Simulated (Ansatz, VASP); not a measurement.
# In17Se15 (In_Se): VASP beside Ansatz

Wanted: the spread between two codes on one cell, functional and k mesh. The structure shown is the end of the Ansatz relaxation below.

Program: Ansatz 0.2.0. Level of theory: plane waves, with VASP 6.6.1 beside it; single point at LDA. Results are calculated unless marked as measured.

## 1. The structure

The cell holds 32 atoms: 17 In and 15 Se. Its edges and angles: a = 15.864 Å, b = 11.652 Å, c = 15.000 Å, α = 90.0°, β = 90.0°, γ = 109.9°. It derives from InSe (InSe monolayer (from C2/m)), repeated 4×2×1. Vacuum lies along c. Nearest the centre at fractional (0.458, 0.333, 0.388): In7 at 0.23 Å, In12 at 2.77 Å, In6 at 2.81 Å, In11 at 2.87 Å, Se25 at 3.13 Å, Se19 at 4.09 Å, Se22 at 4.39 Å, Se26 at 4.47 Å. The cell carries charge +1.

## 2. Ansatz: relaxation, LDA

Ansatz runs on its PAW soft_1 files.

This run makes the geometry at which the two programs are then compared.

The input, input.yaml:

```yaml
crystal:
  lattice:
    - [15.86376444, 0.0, 0.0]
    - [-3.96594111, 10.95661188, 0.0]
    - [0.0, 0.0, 15.0]
  atoms:
    - { symbol: In, position: [-0.00110654, -0.00442618, 0.52108294] }
    - { symbol: In, position: [0.05944726, 0.23778903, 0.47891706] }
    - { symbol: Se, position: [0.09996826, 0.39987302, 0.61152741] }
    - { symbol: Se, position: [0.20650174, 0.35418986, 0.40723532] }
    - { symbol: In, position: [-0.00110654, 0.49557382, 0.52108294] }
    - { symbol: In, position: [0.05944726, 0.73778903, 0.47891706] }
    - { symbol: Se, position: [0.09996826, 0.89987302, 0.61152741] }
    - { symbol: Se, position: [0.20837246, 0.83348983, 0.38847259] }
    - { symbol: In, position: [0.25481142, 0.00938701, 0.52359169] }
    - { symbol: In, position: [0.3048565, 0.26131252, 0.49931213] }
    - { symbol: Se, position: [0.34188727, 0.41245847, 0.63738074] }
    - { symbol: In, position: [0.45871979, 0.31430837, 0.38404367] }
    - { symbol: In, position: [0.2388962, 0.50841329, 0.54541953] }
    - { symbol: In, position: [0.30944726, 0.73778903, 0.47891706] }
    - { symbol: Se, position: [0.3693146, 0.93097934, 0.60587495] }
    - { symbol: Se, position: [0.45837246, 0.83348983, 0.38847259] }
    - { symbol: In, position: [0.50778614, -0.01362136, 0.4991862] }
    - { symbol: In, position: [0.58238284, 0.20564209, 0.41574872] }
    - { symbol: Se, position: [0.58030958, 0.35767867, 0.55746955] }
    - { symbol: Se, position: [0.73726711, 0.33172778, 0.35829352] }
    - { symbol: In, position: [0.47918575, 0.4919268, 0.53114976] }
    - { symbol: In, position: [0.55746448, 0.72921152, 0.47730235] }
    - { symbol: Se, position: [0.59996826, 0.89987302, 0.61152741] }
    - { symbol: Se, position: [0.70837246, 0.83348983, 0.38847259] }
    - { symbol: In, position: [0.74889346, -0.00442618, 0.52108294] }
    - { symbol: In, position: [0.80944726, 0.23778903, 0.47891706] }
    - { symbol: Se, position: [0.84996826, 0.39987302, 0.61152741] }
    - { symbol: Se, position: [0.95837246, 0.33348983, 0.38847259] }
    - { symbol: In, position: [0.74366088, 0.48229337, 0.49631673] }
    - { symbol: In, position: [0.80944726, 0.73778903, 0.47891706] }
    - { symbol: Se, position: [0.84996826, 0.89987302, 0.61152741] }
    - { symbol: Se, position: [0.95837246, 0.83348983, 0.38847259] }
total_charge: 1
basis:
  ecutwfc: 420
  xc_grid: 2
hamiltonian:
  xc: lda
  pseudopotentials: { kind: paw, azcp: { folder: soft_1 }, xc_functional: pbe }
kpoints:
  mp_grid: { grid: [2, 3, 1] }
scf:
  occupations: { method: fermi_dirac, width: 0.01 }
  max_iter: 80
output:
  forces: true
relax:
  f_tol: 0.05
  max_steps: 12
  escape_saddle: false
```

Started as:

```
> ansatz run input.yaml --threads 32 --pin off --max-ram 84787MiB --backend cuda --events-out ev --progress --plain --runs-dir out --max-vram 78GiB
```

Output:

```text
[...]
Engine: ansatz 0.2.0, aarch64-unknown-linux-gnu
[...]
Pseudopotential: In, paw, valence charge 13, recommended cutoff 420 eV (normal), soft_1/In.paw.azcp
Pseudopotential: Se, paw, valence charge 16, recommended cutoff 420 eV (normal), soft_1/Se.paw.azcp
Functional definition: SPW92
[...]
Crystal: 32 atoms, lattice volume = 2607.197 Å³
Basis set: ecut = 420 eV, 50961 PW (Γ), exchange–correlation on 216×160×216 points (8 copies of the dense FFT grid, shifted against one another)
Bands: 276, of which v1, the nominal top of the filled ones, is band 230 counted from 1 (229 counted from 0)
[...]
Space group: P1 (ITA 1), of the structure as read, at distance tolerance 1.4e-4 Å
k-points: 4 of 6 (time reversal used)
[...]
preconditioner: auto → Resta (q_TF=auto, 2.043 Å⁻¹)  ε∞=1.9  [insulator: Δε(μ)=0.885 eV  Ē_g=13.774 eV  σ=0.010 eV  W_gap=1.00  n_scr=374 (ndim 8)  ℏωp=12.8 eV  f_vac=0.627  D(μ)=0.00/eV (n_scr^D=0)   [...]
SCF iter   2: F=—  HF=-173529.151048 eV  |F-HF|=—  |Δ(HF+E_count)|=   1.14e-1  Δρ=1.45e-3  dr2=8.75e-2  ethr=1.01e-4  ⟨swp⟩=4.5  Hψ=1231  notcnv=0  defer=161
[...]
SCF iter   7: F=-173529.133254 eV  HF=-173529.133256 eV  |F-HF|=2.13e-6  |Δ(HF+E_count)|=   7.16e-6  Δρ=1.89e-5  dr2=9.44e-6  ethr=9.74e-9  ⟨swp⟩=4.0  Hψ=3096  notcnv=0
[...]
SCF 7 converged in 7 iterations: F = -173529.309367 eV  dr2 = 3.71e-8
relax step   7: F+E_penalty+E_count = -173529.30936724 eV  Δ(F+E_penalty+E_count) = -1.258e-3 eV  max|allowed force component| = 2.935e-2 eV/Å  Δτ_max = 0.0213 Å  (7 SCF iters, accepted)
SCF converged after 7 iterations
[...]
--- Forces (eV/Å), atoms counted from 1 ---
[...]
--- Relaxed structure (7 steps of the walk, 6 accepted, 0 SCFs on fresh bases) ---
[...]
```

## 3. VASP: single point, LDA

The same cell, functional (in two slightly different forms), mesh and smearing now go to VASP, with its own data sets.

Lines of VASP's logs that name or quote its potential files are left out, and so is its time.

The input, INCAR:

```
SYSTEM = In17Se15
PREC = Accurate
ENCUT = 400
EDIFF = 1E-06
NELM = 120
ISMEAR = -1
SIGMA = 0.01
LREAL = Auto
ALGO = Normal
GGA = PW92
NELECT = 310
NBANDS = 180
LORBIT = 11
LWAVE = .FALSE.
LCHARG = .FALSE.
ISIF = 2
LASPH = .TRUE.
GGA_COMPAT = .FALSE.
EFERMI = MIDGAP
KPAR = 4
```

The input, POSCAR:

```
In17Se15
1.0
   15.8637644400      0.0000000000      0.0000000000
   -3.9659411100     10.9566118800      0.0000000000
    0.0000000000      0.0000000000     15.0000000000
In Se
17 15
Direct
    0.9983400000      0.9969900000      0.5245400000
    0.0587800000      0.2432700000      0.4932800000
    0.9950300000      0.5004000000      0.5261800000
    0.0625500000      0.7449900000      0.4850200000
    0.2553400000      0.0103600000      0.5221100000
    0.3051600000      0.2623300000      0.4979600000
    0.4593900000      0.3151200000      0.3837300000
    0.2395300000      0.5096600000      0.5452000000
    0.3080600000      0.7465700000      0.4903600000
    0.5084000000      0.9877500000      0.4979800000
    0.5832400000      0.2065200000      0.4140100000
    0.4797700000      0.4927500000      0.5309900000
    0.5578400000      0.7296200000      0.4760400000
    0.7507400000      0.9884100000      0.5133700000
    0.8183000000      0.2321900000      0.4714200000
    0.7441900000      0.4830100000      0.4956200000
    0.8095600000      0.7314700000      0.4710900000
    0.0887000000      0.4033100000      0.6273300000
    0.2072200000      0.3562800000      0.4063500000
    0.1078000000      0.9129700000      0.6142300000
    0.2116600000      0.8440400000      0.3940800000
    0.3421100000      0.4124100000      0.6365600000
    0.3698400000      0.9322800000      0.6046200000
    0.4471700000      0.8036800000      0.3835000000
    0.5805700000      0.3574100000      0.5563400000
    0.7382500000      0.3329500000      0.3573300000
    0.6012200000      0.8969400000      0.6037000000
    0.7034300000      0.8223600000      0.3825700000
    0.8378300000      0.3939600000      0.6018000000
    0.9697500000      0.3425100000      0.3916600000
    0.8465400000      0.8875700000      0.6071700000
    0.9623600000      0.8383200000      0.3900100000
```

The input, KPOINTS:

```
Automatic mesh
0
Gamma
2 3 1
0 0 0
```

Potentials, in the order of the species: In_d and Se (LDA family, release 64).

Started as:

```
> mpirun -np 4 vasp_std
```

Output:

```text
[banner, memory and clock lines left out]
running    4 mpi-ranks, on    1 nodes
[...]
|                                                                             |
|               ----> ADVICE to this user running VASP <----                  |
|                                                                             |
|     You enforced a specific xc type in the INCAR file but a different       |
|     [... a line on the potential file left out ...]
|     I HOPE YOU KNOW WHAT YOU ARE DOING!                                     |
|                                                                             |

 LDA part: xc-table for (Slater(with rela. corr.)+PW92), standard interpolation
 POSCAR, INCAR and KPOINTS ok, starting setup
[...]
entering main loop
       N       E                     dE             d eps       ncg     rms          rms(c)
DAV:   1     0.268427736753E+04    0.26843E+04   -0.11141E+05  1800   0.120E+03
DAV:   2     0.221405619479E+03   -0.24629E+04   -0.24206E+04  1688   0.337E+02
[...]
DAV:   5    -0.128369282164E+03   -0.65795E+00   -0.65758E+00  1864   0.745E+00BRMIX: very serious problems
 the old and the new charge density differ
 old charge density:   311.00000 new  310.00000
BRMIX: very serious problems
 the old and the new charge density differ
 old charge density:   311.00000 new  310.00000
BRMIX: very serious problems
 the old and the new charge density differ
 old charge density:   311.00000 new  310.00000
BRMIX: very serious problems
 the old and the new charge density differ
 old charge density:   311.00000 new  310.00000
    0.215E+01
DAV:   6    -0.124254293189E+03    0.41150E+01   -0.70970E+00  1856   0.174E+01    0.124E+01
DAV:   7    -0.123835262511E+03    0.41903E+00   -0.52178E+00  2144   0.797E+00    0.285E+00
DAV:   8    -0.123778000738E+03    0.57262E-01   -0.81079E-01  1864   0.480E+00    0.251E+00
DAV:   9    -0.123773278057E+03    0.47227E-02   -0.86766E-02  1896   0.100E+00    0.160E+00
[...]
DAV:  24    -0.123772432995E+03   -0.18468E-05   -0.16874E-07   944   0.206E-03    0.411E-04
DAV:  25    -0.123772434495E+03   -0.14999E-05   -0.17454E-07   872   0.168E-03    0.243E-04
DAV:  26    -0.123772434871E+03   -0.37631E-06   -0.70040E-08   832   0.152E-03
   1 F= -.12377243E+03 E0= -.12377243E+03  d E =-.219541E-20
```

From OUTCAR (step 3):

```text
  Total        0.8321041     -4.9634008     -3.4661334     -3.3030559     -0.0015380     -0.0054731
  in kB        0.5113455     -3.0501145     -2.1300121     -2.0297975     -0.0009452     -0.0033633
  external PRESSURE =      -1.5562603 kB  Pullay stress =       0.0000000 kB

 POSITION                                       TOTAL-FORCE (eV/Angst)
 -----------------------------------------------------------------------------------
     11.88343     10.92363      7.86810        -0.001889      0.017516      0.002171
     -0.03232      2.66541      7.39920         0.001315     -0.016743     -0.002717
     13.80036      5.48269      7.89270        -0.000680      0.017666     -0.008556
     -1.96231      8.16257      7.27530        -0.001572     -0.015372      0.005870
      4.00957      0.11351      7.83165        -0.004038      0.012308     -0.000705
      3.80060      2.87425      7.46940         0.009087     -0.006889     -0.012336
      6.03791      3.45265      5.75595        -0.002842      0.008691     -0.018233
      1.77857      5.58415      8.17800        -0.000016      0.015394     -0.006146
      1.92614      8.17988      7.35540         0.000220     -0.009207      0.009790
      4.14778     10.82239      7.46970         0.004653      0.019860     -0.001617
      8.43334      2.26276      6.21015        -0.006483     -0.022236     -0.012643
      5.65674      5.39887      7.96485         0.007426     -0.012615     -0.006872
      5.95581      7.99416      7.14060         0.009034     -0.013637      0.009467
      7.98959     10.82962      7.70055         0.001595      0.019045      0.001767
[...]
-----------------------------------------------------------------------------------
    total drift:                               -0.028174     -0.025112     -0.009642

  FREE ENERGIE OF THE ION-ELECTRON SYSTEM (eV)
  ---------------------------------------------------
  free  energy   TOTEN  =      -123.7724348712 eV

  energy  without entropy=     -123.7724348712  energy(sigma->0) =     -123.77243487

[... 3 further parts left out ...]
[key lines of the parts left out:]
E-fermi :  -2.0824
```

## 4. Comparison

Known differences besides the potentials themselves: the cutoff is 420 eV in Ansatz and 400 eV in VASP (PREC = Accurate, projectors in real space); VASP's log shows a relativistic correction to its local exchange, Ansatz's none. Total energies have different zeros and are not compared.

Both answers:

| quantity | Ansatz | VASP | difference |
| --- | --- | --- | --- |
| gap on the k mesh (eV) | 0.937 | 0.936 | 0.000 |

At this near-relaxed geometry the largest component of a force difference is 33 meV/Å. A gap on the mesh is an upper bound, since the band edges may lie between its points. The cell carries a charge of +1 e against a uniform background, so its pressure also hangs on how the neutralising background is counted, and in a defect's cell a gap may be the spacing between its levels.

## 5. Outcome

| Quantity | Value |
| --- | --- |
| r.m.s. force difference (single point, LDA) | 13 meV/Å |

What this shows: The r.m.s. force difference is 13 meV/Å (single point, LDA), beyond the 12 meV/Å picked in this series as the mark of a large difference. The data sets hold unlike numbers of valence electrons (460 in Ansatz and 310 in VASP), so part of the differences comes from the potentials. What causes the difference of the single point, LDA pair stays open here. How closely two codes agree says nothing of how well the functional describes the real material.

[Lines on the potential files, build, host, timing and source positions are cut from VASP's logs without a mark.]

[Logs are printed without paths, hosts, clocks, repeated set-up lines and the standing remarks that a program may print on its own settings, such as how far it seeks lower states.]

[Hosts, paths, dates, database ids (printed as entryN), source tags and the programs' standing remarks are cut or masked in the printed files.]
